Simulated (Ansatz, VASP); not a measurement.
# Cd4Se3S: VASP beside Ansatz

One calculation is typed for both programs; each brings its own data sets. How far apart do they land? The cell is generated by rule, not measured, and may not be a known phase. The cell is taken from a series of runs on this material, whose earlier steps may have relaxed, scaled, displaced or heated it; both programs get it as it stands.

Method: plane waves, with VASP 6.6.1 beside it; zone-centre phonons at PBE, in Ansatz 0.2.0.

The structure was built from a prototype and need not be the compound's stable phase.

## (1) The starting structure

The structure is trigonal, space group P3m1 (No. 156). The conventional cell has a = 4.335 Å, b = 4.335 Å, c = 14.154 Å, α = 90.00°, β = 90.00°, γ = 120.00°. Nearest to Cd lie 1 S at 2.57 Å and 3 Se at 2.67 Å. Cd has 3 S at 2.61 Å and 1 Se at 2.69 Å nearest. Nearest to Cd lie 4 Se at 2.67 to 2.69 Å. Nearest to Cd lie 4 Se at 2.67 to 2.68 Å. Nearest to S lie 4 Cd at 2.57 to 2.61 Å. Nearest to Se lie 4 Cd at 2.67 to 2.69 Å. Farther neighbours and most contacts between anions are not listed.

## (2) Ansatz: zone-centre phonons, PBE

Ansatz runs on its default PAW (the set named soft_2) files.

Second derivatives magnify differences that forces hide, and they need a tight electronic threshold.

input.yaml reads:

```yaml
crystal:
  lattice:
    - [4.3348902029, 0.0, 0.0]
    - [-2.1674451015, 3.7541250383, 0.0]
    - [0.0, 0.0, 14.1540906719]
  atoms:
    - { symbol: Cd, position: [0.3333333333, 0.6666666667, 0.0075175507] }
    - { symbol: Cd, position: [0.6666666667, 0.3333333333, 0.242156263] }
    - { symbol: Cd, position: [0.3333333333, 0.6666666667, 0.4973572637] }
    - { symbol: Cd, position: [0.6666666667, 0.3333333333, 0.7523787871] }
    - { symbol: S, position: [0.3333333333, 0.6666666667, 0.1892109077] }
    - { symbol: Se, position: [0.6666666667, 0.3333333333, 0.4322063484] }
    - { symbol: Se, position: [0.3333333333, 0.6666666667, 0.6870980658] }
    - { symbol: Se, position: [0.6666666667, 0.3333333333, 0.9420748136] }
kpoints:
  mp_grid: { grid: [9, 9, 2] }
hamiltonian:
  xc: pbe
scf:
  occupations: { method: fixed }
output:
  eigenvalues: true
phonons:
  method: dfpt
```

Run with:

```
> ansatz run input.yaml --threads 4 --pin off --max-ram 14336MiB --backend cpu --events-out ev --progress --plain --runs-dir out
```

Numbers of over 12 decimals in the logs are rounded to 6 here.

What it wrote:

```text
Engine: ansatz 0.2.0, aarch64-unknown-linux-gnu
Pseudopotentials: kind: paw
Pseudopotential: Cd, paw, valence charge 20, recommended cutoff 420 eV (normal), Cd.paw.azcp
Pseudopotential: S, paw, valence charge 6, recommended cutoff 420 eV (normal), S.paw.azcp
Pseudopotential: Se, paw, valence charge 16, recommended cutoff 420 eV (normal), Se.paw.azcp
Functional definition: PBE
  parameter kappa = 0.804
  parameter beta = 0.066725
  exchange = pbe_x(kappa = kappa, mu = beta*pi^2/3)
  correlation = pbe_c(beta = beta)
Crystal: 8 atoms, lattice volume = 230.340 Å³
Basis set: ecut = 420 eV, 4529 PW (Γ), exchange–correlation on 60×60×192 points (8 copies of the dense FFT grid, shifted against one another)
Bands: 81, of which v1, the nominal top of the filled ones, is band 67 counted from 1 (66 counted from 0)
Symmetry: 6 space group operations
k-points: 50 of 162 (irreducible under 2 space group operations, time reversal used)
Non-local potential: Cd, projectors of the file, l = 0: 3, l = 1: 2, l = 2: 2, l = 3: 1
Non-local potential: S, projectors of the file, l = 0: 2, l = 1: 2, l = 2: 2
Non-local potential: Se, projectors of the file, l = 0: 2, l = 1: 2, l = 2: 3, l = 3: 1
PAW form: soft (Blöchl's): semilocal exchange-correlation on the pseudo side does not see the compensation charge
PAW one-centre angular grid: Cd, 590 points (default); XC on 64 Gauss nodes
PAW one-centre angular grid: S, 110 points (default); XC on 64 Gauss nodes
PAW one-centre angular grid: Se, 590 points (default); XC on 64 Gauss nodes
Initial density: superposition of atomic densities (neutral atoms: chi_scale 0, normalization atom), corrected by the library's trained network
Initial wavefunctions: pseudopotential atomic-orbital guess
Functional: x = pbe(κ = 0.804, μ = 0.219515), c = pbe(β = 0.066725)
SCF iter   1: F=—  HF=-50332.166510 eV  |F-HF|=—  |Δ(HF+E_count)|=         —  Δρ=1.02e-3  dr2=6.38e-3  ethr=1.77e-3  ⟨swp⟩=5.0  Hψ=12033  notcnv=0  defer=585
preconditioner: auto → Resta (q_TF=auto, 2.493 Å⁻¹)  ε∞=4.2  [insulator: Δε(μ)=0.563 eV  Ē_g=11.640 eV  n_scr=64 (ndim 8)  ℏωp=20.8 eV  f_vac=0.201  ε∞_Penn≈4.2]
SCF iter   2: F=—  HF=-50332.168062 eV  |F-HF|=—  |Δ(HF+E_count)|=   1.55e-3  Δρ=4.87e-4  dr2=1.12e-3  ethr=4.76e-6  ⟨swp⟩=2.0  Hψ=6600  notcnv=0  defer=600
SCF iter   3: F=—  HF=-50332.168098 eV  |F-HF|=—  |Δ(HF+E_count)|=   3.58e-5  Δρ=1.72e-4  dr2=1.12e-4  ethr=8.38e-7  ⟨swp⟩=2.0  Hψ=6072  notcnv=0  defer=600
SCF iter   4: F=—  HF=-50332.168162 eV  |F-HF|=—  |Δ(HF+E_count)|=   6.35e-5  Δρ=8.79e-5  dr2=2.44e-5  ethr=8.34e-8  ⟨swp⟩=2.0  Hψ=5372  notcnv=0  defer=488
SCF iter   5: F=—  HF=-50332.168199 eV  |F-HF|=—  |Δ(HF+E_count)|=   3.69e-5  Δρ=2.42e-5  dr2=2.41e-6  ethr=1.82e-8  ⟨swp⟩=2.0  Hψ=5372  notcnv=0  defer=478
SCF iter   6: F=—  HF=-50332.168458 eV  |F-HF|=—  |Δ(HF+E_count)|=   2.59e-4  Δρ=1.05e-5  dr2=2.48e-7  ethr=1.80e-9  ⟨swp⟩=2.0  Hψ=6122  notcnv=0  defer=478
SCF iter   7: F=—  HF=-50332.168458 eV  |F-HF|=—  |Δ(HF+E_count)|=   4.57e-7  Δρ=3.85e-6  dr2=4.78e-8  ethr=1.85e-10  ⟨swp⟩=2.0  Hψ=6722  notcnv=0  defer=478
SCF iter   8: F=—  HF=-50332.168458 eV  |F-HF|=—  |Δ(HF+E_count)|=   7.01e-8  Δρ=1.34e-6  dr2=4.88e-9  ethr=3.57e-11  ⟨swp⟩=2.0  Hψ=6722  notcnv=0  defer=478
SCF iter   9: F=—  HF=-50332.168458 eV  |F-HF|=—  |Δ(HF+E_count)|=   7.94e-9  Δρ=5.87e-7  dr2=1.03e-9  ethr=3.64e-12  ⟨swp⟩=2.0  Hψ=6722  notcnv=0  defer=478
SCF iter  10: F=-50332.168458 eV  HF=-50332.168458 eV  |F-HF|=9.46e-11  |Δ(HF+E_count)|=   1.37e-9  Δρ=1.33e-7  dr2=7.61e-11  ethr=1.00e-12  ⟨swp⟩=10.5  Hψ=26603  notcnv=0
SCF 1 converged in 10 iterations: F = -50332.168458 eV  dr2 = 7.61e-11
  greatest PAW one-centre occupation: 1.000 electrons in one spin orbital (limit 2), on the Cd atom at site 2 (counted from 0), in its partial waves of l = 0
DFPT response loops at Γ: preconditioner auto → none (the input reference at scf.mixing.eps_inf says where Resta's filter doesn't serve); β = 0.50; Broyden in place of MSR1
SCF converged after 10 iterations
Free energy (F): -50332.168458 eV
Harris-Foulkes:  -50332.168458 eV  (|F-HF|=9.46e-11)
Internal energy: -50332.168458 eV  (E = F + TS)
E sigma→0 (E₀):  -50332.168458 eV
Fermi energy:    6.676483 eV
--- Per-component energies (eV) ---
  E_band       = -3260.207270
  E_kinetic    = 2479.157869
  E_local      = -24158.584246  (includes V_loc(G=0)·N_el)
  E_nonlocal   = -1624.282708
  E_hartree    = 11410.017757
  E_xc         = -1114.932030
  E_vxc        = -1266.023005  (∫ρ·V_xc dr)
  E_paw        = -22668.579527  (= ΣΔE_a)
  E_vpaw       = -1510.508731  (= ΣTr[D̂ρ^β])
  E_aug_tail   = -0.001806  (compensation charges beyond the density's cutoff)
  E_ewald      = -14654.963768
  E_smearing   = -0.000000  (= −TS)
  E_closure    = 0.000000  (closes the sum)
  Σ components = -50332.168458   (vs F -50332.168458, Δ=0.00e0)
--- Band table (eV; the first three rows and the last of 50) ---
  k-point 0: bands = [... 63 lower, 6.3880, 6.5399, 6.6765, 6.6765, 7.2685, 8.8042, 9.0275, 9.0664, ... 10 higher]
  k-point 1: bands = [... 63 lower, 6.4889, 6.4889, 6.6304, 6.6304, 8.2125, 8.3112, 8.9203, 9.0791, ... 10 higher]
  k-point 2: bands = [... 63 lower, 6.0944, 6.2706, 6.4658, 6.5904, 8.0489, 9.2438, 9.5031, 9.5156, ... 10 higher]
  k-point 49: bands = [... 63 lower, 5.3435, 5.4791, 5.7232, 5.8404, 10.0268, 10.0700, 10.8595, 11.0204, ... 10 higher]
--- Phonons (Γ-DFPT): 16 representative perturbations + reference, on 50 of 162 k-points (Σ response iterations 63) ---
  k mesh reduced under 2 symmetry operations, with k and −k counted as one. Each operation leaves every solved perturbation unchanged. A smaller set is not used because it would not reduce the number of displacements times k-points to solve
  ASR residual: 9.766e-5 → 0.000e0 eV/Å²; symmetrization residual: 4.738e-5 eV/Å²
  ASR residual per site (eV/Å²): 3.04e-5 2.56e-5 3.27e-5 3.04e-5 7.44e-5 6.09e-5 4.89e-5 9.77e-5
  Γ frequencies (cm⁻¹): 0.00 0.00 0.00 28.63 28.63 29.97 29.97 37.87 37.87 80.92 85.20 120.75 157.29 160.52 160.52 161.12 161.12 162.09 162.09 178.69 186.44 204.23 204.23 257.98
  non-analytic LO–TO correction: not included (Born effective charges unavailable; polar crystals: no LO–TO splitting at Γ)
```

## (3) VASP: zone-centre phonons, PBE

The same cell, functional and mesh now go to VASP, with its own data sets.

Lines of VASP's logs that name or quote its potential files are left out, and so is its time.

INCAR reads:

```
SYSTEM = Cd4Se3S
PREC = Accurate
ENCUT = 500
EDIFF = 1E-08
NELM = 120
ISMEAR = 0
SIGMA = 0.01
LREAL = .FALSE.
ALGO = Normal
GGA = PE
NBANDS = 44
LORBIT = 11
LWAVE = .FALSE.
LCHARG = .FALSE.
ISIF = 2
IBRION = 8
LASPH = .TRUE.
GGA_COMPAT = .FALSE.
EFERMI = MIDGAP
KPAR = 2
```

POSCAR reads:

```
Cd4Se3S
1.0
    4.3348902029      0.0000000000      0.0000000000
   -2.1674451015      3.7541250383      0.0000000000
    0.0000000000      0.0000000000     14.1540906719
Cd S Se
4 1 3
Direct
    0.3333333333      0.6666666667      0.0075175507
    0.6666666667      0.3333333333      0.2421562630
    0.3333333333      0.6666666667      0.4973572637
    0.6666666667      0.3333333333      0.7523787871
    0.3333333333      0.6666666667      0.1892109077
    0.6666666667      0.3333333333      0.4322063484
    0.3333333333      0.6666666667      0.6870980658
    0.6666666667      0.3333333333      0.9420748136
```

KPOINTS reads:

```
Automatic mesh
0
Gamma
9 9 2
0 0 0
```

PAW data sets: Cd, S and Se (PBE family, release 64).

Run with:

```
> mpirun -np 2 vasp_std
```

What it wrote:

```text
[banner, memory and clock lines left out]
running    2 mpi-ranks, on    1 nodes
 distrk:  each k-point on    1 cores,    2 groups
 distr:  one band on    1 cores,    1 groups

 POSCAR found type information on POSCAR CdS Se
 POSCAR found :  3 types and       8 ions
 LDA part: xc-table for (Slater+PW92), standard interpolation
 POSCAR, INCAR and KPOINTS ok, starting setup
 FFT: planning ... GRIDC
 FFT: planning ... GRID_SOFT
 FFT: planning ... GRID
 WAVECAR not read
 entering main loop
       N       E                     dE             d eps       ncg     rms          rms(c)
DAV:   1     0.497671815052E+03    0.49767E+03   -0.33563E+04  2120   0.143E+03
DAV:   2     0.801247117125E+01   -0.48966E+03   -0.47910E+03  2364   0.353E+02
DAV:   3    -0.238965280981E+02   -0.31909E+02   -0.31756E+02  2472   0.867E+01
DAV:   4    -0.243071963594E+02   -0.41067E+00   -0.41008E+00  2380   0.940E+00
DAV:   5    -0.243124968725E+02   -0.53005E-02   -0.52988E-02  2424   0.103E+00    0.120E+01
DAV:   6    -0.226484036226E+02    0.16641E+01   -0.37379E+00  2540   0.135E+01    0.952E+00
DAV:   7    -0.226086958253E+02    0.39708E-01   -0.14561E+00  2240   0.477E+00    0.361E+00
DAV:   8    -0.225952628068E+02    0.13433E-01   -0.18935E-01  2348   0.318E+00    0.677E-01
DAV:   9    -0.225953040336E+02   -0.41227E-04   -0.26988E-02  2272   0.137E+00    0.210E-01
DAV:  10    -0.225956033676E+02   -0.29933E-03   -0.24403E-03  2276   0.395E-01    0.121E-01
DAV:  11    -0.225958387084E+02   -0.23534E-03   -0.30605E-04  2332   0.879E-02    0.449E-02
DAV:  12    -0.225959439877E+02   -0.10528E-03   -0.16223E-04  2252   0.644E-02    0.118E-02
DAV:  13    -0.225959522177E+02   -0.82301E-05   -0.22670E-05  2392   0.345E-02    0.743E-03
DAV:  14    -0.225959556311E+02   -0.34134E-05   -0.50408E-06  2212   0.890E-03    0.351E-03
DAV:  15    -0.225959563050E+02   -0.67385E-06   -0.16755E-06  2424   0.822E-03    0.148E-03
DAV:  16    -0.225959562409E+02    0.64055E-07   -0.38356E-07  2184   0.403E-03    0.880E-04
DAV:  17    -0.225959562330E+02    0.78862E-08   -0.79244E-08  2080   0.102E-03
   1 F= -.22595956E+02 E0= -.22595956E+02  d E =0.000000E+00
 Linear response reoptimize wavefunctions to high precision
DAV:   1    -0.225959562660E+02   -0.32920E-07   -0.11504E-08  1736   0.423E-04
DAV:   2    -0.225959562660E+02   -0.77307E-10   -0.54916E-10  1288   0.105E-04
 Linear response DOF=          16
 Linear response progress:
  Degree of freedom:   1/ 16
       N       E                     dE             d eps       ncg     rms          rms(c)
RMM:   1    -0.433100254123E+00   -0.43310E+00   -0.23221E-01 12537   0.220E+00
RMM:   2    -0.433002422917E+00    0.97831E-04   -0.21212E-03 10988   0.227E-01    0.111E-01
RMM:   3    -0.432600659331E+00    0.40176E-03   -0.52567E-05 11983   0.344E-02    0.645E-02
RMM:   4    -0.432117952372E+00    0.48271E-03   -0.29874E-05 11760   0.269E-02    0.729E-03
RMM:   5    -0.432092433654E+00    0.25519E-04   -0.36447E-07 10549   0.361E-03    0.264E-03
RMM:   6    -0.432109707142E+00   -0.17273E-04   -0.49486E-07 11823   0.250E-03    0.525E-04
RMM:   7    -0.432110426413E+00   -0.71927E-06   -0.24288E-08 12068   0.682E-04    0.927E-05
RMM:   8    -0.432110300909E+00    0.12550E-06    0.50515E-09 10938   0.146E-04    0.417E-05
RMM:   9    -0.432109854356E+00    0.44655E-06   -0.42440E-08 11778   0.101E-04    0.723E-06
RMM:  10    -0.432109887699E+00   -0.33343E-07   -0.39775E-08 11781   0.205E-05    0.397E-06
RMM:  11    -0.432109891771E+00   -0.40719E-08   -0.17194E-09 12007   0.126E-05    0.118E-06
 first order change of Fermi-energy  -0.78409E-01
 force on displaced ion       1 direction 1 :  -4.328   0.000  -0.000
 Linear response progress:
  Degree of freedom:   2/ 16
       N       E                     dE             d eps       ncg     rms          rms(c)
RMM:   1    -0.447861489508E+00   -0.44786E+00   -0.23142E-01  3670   0.222E+00
RMM:   2    -0.447296181110E+00    0.56531E-03   -0.23875E-03  3223   0.239E-01    0.138E-01
RMM:   3    -0.446682311716E+00    0.61387E-03   -0.19899E-04  3606   0.439E-02    0.771E-02
RMM:   4    -0.446085943341E+00    0.59637E-03   -0.14286E-04  3608   0.364E-02    0.214E-02
RMM:   5    -0.445957177330E+00    0.12877E-03   -0.16202E-05  3584   0.145E-02    0.970E-03
RMM:   6    -0.445968128736E+00   -0.10951E-04   -0.20250E-06  3384   0.614E-03    0.341E-03
RMM:   7    -0.445973601586E+00   -0.54729E-05   -0.77511E-07  3515   0.258E-03    0.661E-04
RMM:   8    -0.445976684131E+00   -0.30825E-05   -0.71193E-08  3551   0.659E-04    0.274E-04
RMM:   9    -0.445977000468E+00   -0.31634E-06    0.55960E-10  3251   0.436E-04    0.973E-05
RMM:  10    -0.445977083200E+00   -0.82732E-07   -0.77057E-10  3557   0.184E-04    0.350E-05
RMM:  11    -0.445977365586E+00   -0.28239E-06    0.41274E-09  3260   0.682E-05    0.167E-05
RMM:  12    -0.445977423862E+00   -0.58276E-07   -0.27436E-09  3579   0.343E-05    0.408E-06
[...]
Linear response progress:
  Degree of freedom:  10/ 16
       N       E                     dE             d eps       ncg     rms          rms(c)
RMM:   1    -0.128747672240E+00   -0.12875E+00    0.59510E-02  5203   0.111E+00
RMM:   2    -0.126903301742E+00    0.18444E-02   -0.46734E-03  3213   0.253E-01    0.170E-01
RMM:   3    -0.127034140409E+00   -0.13084E-03   -0.29941E-04  3430   0.566E-02    0.874E-02
[...]
RMM:   6    -0.103912467132E+00    0.68760E-05   -0.61092E-07  3309   0.257E-03    0.179E-03
RMM:   7    -0.103910184578E+00    0.22826E-05   -0.25650E-07  3464   0.843E-04    0.493E-04
RMM:   8    -0.103910138370E+00    0.46208E-07   -0.30241E-07  3502   0.470E-04    0.150E-04
RMM:   9    -0.103909747566E+00    0.39080E-06   -0.14437E-07  3277   0.207E-04    0.475E-05
RMM:  10    -0.103909512145E+00    0.23542E-06   -0.35828E-08  3508   0.854E-05    0.151E-05
RMM:  11    -0.103909494148E+00    0.17997E-07   -0.20792E-08  3314   0.364E-05    0.614E-06
RMM:  12    -0.103909510057E+00   -0.15910E-07   -0.10102E-08  3628   0.188E-05    0.209E-06
RMM:  13    -0.103909508180E+00    0.18779E-08    0.11102E-08  3212   0.124E-05    0.672E-07
 first order change of Fermi-energy   0.13196E+00
 force on displaced ion       6 direction 3 :   0.000  -0.000  -6.933
 Linear response progress:
  Degree of freedom:  13/ 16
       N       E                     dE             d eps       ncg     rms          rms(c)
RMM:   1    -0.834300411675E-01   -0.83430E-01    0.99229E-02 17526   0.816E-01
RMM:   2    -0.837825948217E-01   -0.35255E-03   -0.22270E-03 11090   0.164E-01    0.115E-01
RMM:   3    -0.839792914876E-01   -0.19670E-03   -0.97906E-05 11914   0.335E-02    0.645E-02
RMM:   4    -0.843095502736E-01   -0.33026E-03   -0.65295E-05 11852   0.289E-02    0.841E-03
RMM:   5    -0.843231143369E-01   -0.13564E-04   -0.29676E-06 12102   0.587E-03    0.297E-03
RMM:   6    -0.843220873479E-01    0.10270E-05   -0.34495E-07 12233   0.113E-03    0.138E-03
RMM:   7    -0.843277957566E-01   -0.57084E-05   -0.22352E-07 11425   0.949E-04    0.274E-04
RMM:   8    -0.843278915741E-01   -0.95818E-07   -0.28332E-08 11914   0.247E-04    0.667E-05
RMM:   9    -0.843275793645E-01    0.31221E-06   -0.11212E-09 11255   0.105E-04    0.204E-05
RMM:  10    -0.843277392348E-01   -0.15987E-06   -0.79291E-09 12119   0.284E-05    0.995E-06
RMM:  11    -0.843278625842E-01   -0.12335E-06    0.39658E-08 11155   0.213E-05    0.258E-06
RMM:  12    -0.843278569720E-01    0.56122E-08    0.40205E-08 11340   0.919E-06    0.952E-07
 first order change of Fermi-energy  -0.68684E-01
 force on displaced ion       7 direction 1 :  -4.920   0.001   0.000
 Linear response progress:
  Degree of freedom:  14/ 16
       N       E                     dE             d eps       ncg     rms          rms(c)
RMM:   1    -0.104076903139E+00   -0.10408E+00    0.99332E-02  5314   0.844E-01
RMM:   2    -0.103730018443E+00    0.34688E-03   -0.21203E-03  3232   0.183E-01    0.142E-01
RMM:   3    -0.103784936100E+00   -0.54918E-04   -0.18028E-04  3540   0.416E-02    0.779E-02
RMM:   4    -0.103915864755E+00   -0.13093E-03   -0.12309E-04  3596   0.322E-02    0.157E-02
RMM:   5    -0.103872712843E+00    0.43152E-04   -0.98290E-06  3492   0.113E-02    0.427E-03
RMM:   6    -0.103869915058E+00    0.27978E-05    0.98246E-07  3363   0.233E-03    0.177E-03
RMM:   7    -0.103867882396E+00    0.20327E-05    0.10095E-06  3535   0.914E-04    0.464E-04
RMM:   8    -0.103867472771E+00    0.40962E-06    0.41558E-07  3540   0.424E-04    0.152E-04
RMM:   9    -0.103867061200E+00    0.41157E-06    0.26421E-07  3356   0.239E-04    0.371E-05
RMM:  10    -0.103866924292E+00    0.13691E-06    0.61548E-08  3572   0.694E-05    0.169E-05
RMM:  11    -0.103866899886E+00    0.24406E-07    0.89412E-09  3425   0.400E-05    0.554E-06
RMM:  12    -0.103866919220E+00   -0.19334E-07   -0.22004E-08  3505   0.145E-05    0.239E-06
RMM:  13    -0.103866920944E+00   -0.17240E-08   -0.10634E-08  3116   0.115E-05    0.732E-07
 first order change of Fermi-energy  -0.55741E-01
 force on displaced ion       7 direction 3 :   0.000  -0.000  -6.930
 Linear response progress:
  Degree of freedom:  15/ 16
       N       E                     dE             d eps       ncg     rms          rms(c)
RMM:   1    -0.834477655042E-01   -0.83448E-01    0.97790E-02 17351   0.871E-01
RMM:   2    -0.837952025587E-01   -0.34744E-03   -0.21500E-03 11128   0.174E-01    0.115E-01
RMM:   3    -0.840028236469E-01   -0.20762E-03   -0.90610E-05 11929   0.358E-02    0.647E-02
RMM:   4    -0.843359324121E-01   -0.33311E-03   -0.62018E-05 11855   0.304E-02    0.841E-03
RMM:   5    -0.843490883629E-01   -0.13156E-04   -0.11712E-06 12109   0.616E-03    0.299E-03
RMM:   6    -0.843483441191E-01    0.74424E-06    0.22591E-07 12203   0.124E-03    0.133E-03
RMM:   7    -0.843541419368E-01   -0.57978E-05    0.15807E-08 11477   0.976E-04    0.288E-04
RMM:   8    -0.843543265867E-01   -0.18465E-06   -0.12931E-08 11847   0.265E-04    0.669E-05
RMM:   9    -0.843540551002E-01    0.27149E-06   -0.89113E-08 11559   0.110E-04    0.202E-05
RMM:  10    -0.843542017657E-01   -0.14667E-06   -0.10711E-07 12245   0.304E-05    0.105E-05
RMM:  11    -0.843543150616E-01   -0.11330E-06   -0.10008E-08 11591   0.234E-05    0.312E-06
RMM:  12    -0.843543130747E-01    0.19869E-08   -0.13230E-08 12045   0.109E-05    0.119E-06
 first order change of Fermi-energy   0.62796E-01
 force on displaced ion       8 direction 1 :  -4.885  -0.001   0.001
 Linear response progress:
  Degree of freedom:  16/ 16
       N       E                     dE             d eps       ncg     rms          rms(c)
RMM:   1    -0.104130312625E+00   -0.10413E+00    0.99608E-02  5255   0.876E-01
RMM:   2    -0.103781305154E+00    0.34901E-03   -0.21766E-03  3228   0.190E-01    0.144E-01
RMM:   3    -0.103833635331E+00   -0.52330E-04   -0.19591E-04  3536   0.432E-02    0.782E-02
RMM:   4    -0.103969233745E+00   -0.13560E-03   -0.15767E-04  3589   0.321E-02    0.160E-02
RMM:   5    -0.103930577107E+00    0.38657E-04   -0.88501E-06  3504   0.105E-02    0.526E-03
RMM:   6    -0.103924304593E+00    0.62725E-05   -0.13437E-06  3322   0.252E-03    0.181E-03
RMM:   7    -0.103922156191E+00    0.21484E-05   -0.20403E-07  3513   0.861E-04    0.496E-04
RMM:   8    -0.103922235464E+00   -0.79273E-07   -0.13867E-07  3526   0.441E-04    0.162E-04
RMM:   9    -0.103921841631E+00    0.39383E-06   -0.27361E-08  3279   0.205E-04    0.515E-05
RMM:  10    -0.103921625435E+00    0.21620E-06    0.36735E-08  3553   0.837E-05    0.167E-05
RMM:  11    -0.103921610431E+00    0.15004E-07    0.42401E-08  3240   0.358E-05    0.654E-06
RMM:  12    -0.103921622614E+00   -0.12183E-07    0.57142E-08  3651   0.171E-05    0.199E-06
RMM:  13    -0.103921623508E+00   -0.89416E-09    0.50271E-08  3241   0.972E-06    0.919E-07
 first order change of Fermi-energy  -0.15452E+00
 force on displaced ion       8 direction 3 :   0.000  -0.000  -6.957
 Linear response finished
```

[end of part 1 of 2]

[Lines on the potential files, build, host, timing and source positions are cut from VASP's logs without a mark.]

[Logs are printed without paths, hosts, clocks, repeated set-up lines and the standing remarks that a program may print on its own settings, such as how far it seeks lower states.]

[Hosts, paths, dates, database ids (printed as entryN), source tags and the programs' standing remarks are cut or masked in the printed files.]
